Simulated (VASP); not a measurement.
Runs of VASP 6.6.1 on TlRu. The structure is cubic, space group F-43m (No. 216). The conventional cell has a = 6.009 Å, b = 6.009 Å, c = 6.009 Å, α = 90.00°, β = 90.00°, γ = 90.00°. Tl (site symmetry -43m) has 4 Ru at 2.60 Å as nearest neighbours. Ru (site symmetry -43m) is surrounded by 4 Tl at 2.60 Å. The cell was built by a generator and needn't be a form met in nature.

```tsv
task	level	potentials or basis	cell	cutoff (eV)	smearing	optimiser	other keys	gap on the mesh (eV)	pressure (GPa)	relaxed volume (Å³/atom)
density of states	vdW-DF	VASP PAW PBE potentials, release 64 (Tl_d, Ru_pv)	as given	520	tetrahedron	-	-	none	7.1	-
single point	PBE	VASP PAW PBE potentials, release 64 (Tl_d, Ru_pv)	as given	520	fermi-dirac 0.05 eV	-	-	none	(a)	-
relaxation of cell and atoms	PBE	VASP PAW PBE potentials, release 64 (Tl_d, Ru_pv)	relaxed	600	methfessel-paxton 0.1 eV	-	-	none	0.0	28.58
relaxation of cell and atoms	LDA	VASP PAW LDA potentials, release 64 (Tl_d, Ru_pv)	relaxed	700	methfessel-paxton 0.1 eV	LBFGS	AMIX = 0.6; ENCUT = 700	none	0.0	26.32
```

Alike in all rows: no spin polarisation; k mesh 8 × 8 × 8.

Problem. Fill in the values left out.

Solution. (a) 3.8.

Caveats: the PAW data sets were made with another functional, which shifts forces and pressure a little (some runs); tetrahedron occupations give inexact forces and stress in metals (some runs).

A k mesh can miss the band edges, and the runs leave out spin-orbit coupling on Ru, Tl.

A gap of «none» marks a metal or a gap under the smearing width.
